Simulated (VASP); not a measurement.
Input:

```yaml
crystal:
  lattice:
    - [1.50441, -2.67667, 0.00000]
    - [1.50441, 2.67667, 0.00000]
    - [0.00000, 0.00000, 3.17694]
  atoms:
    - { symbol: Ti, position: [0.00000, 0.00000, 0.00000] }
    - { symbol: B, position: [0.33333, 0.66667, 0.50000] }
    - { symbol: B, position: [0.68954, 0.35620, 0.50000] }
```

The numbers are results of PBE GGA, VASP's PBE PAW potentials (set 64) (plane waves; VASP), not measurements. Settings: 520 eV cut-off, 5×5×4 Monkhorst-Pack mesh, first-order Methfessel-Paxton smearing of 0.10 eV, potentials Ti_sv B.

Question: What does the run give for the energy per atom (σ→0), pressure, largest force?

Answer: 
```json
{
  "energy per atom (σ→0)": "-8.106 eV/atom",
  "pressure": "14.1 kbar",
  "largest_force": "1.241 eV/Å"
}
```

The compound is TiB2 in the AlB2 type structure. The cell was not relaxed at this level, atoms are displaced from their ideal sites. The k-mesh is coarse (spacing up to 0.49 per Å, 2π included), so the numbers may not be converged in it. The run is one of a series of settings (KPOINTS 5×5×4 Monkhorst-Pack mesh against the base run), some of them coarse on purpose.
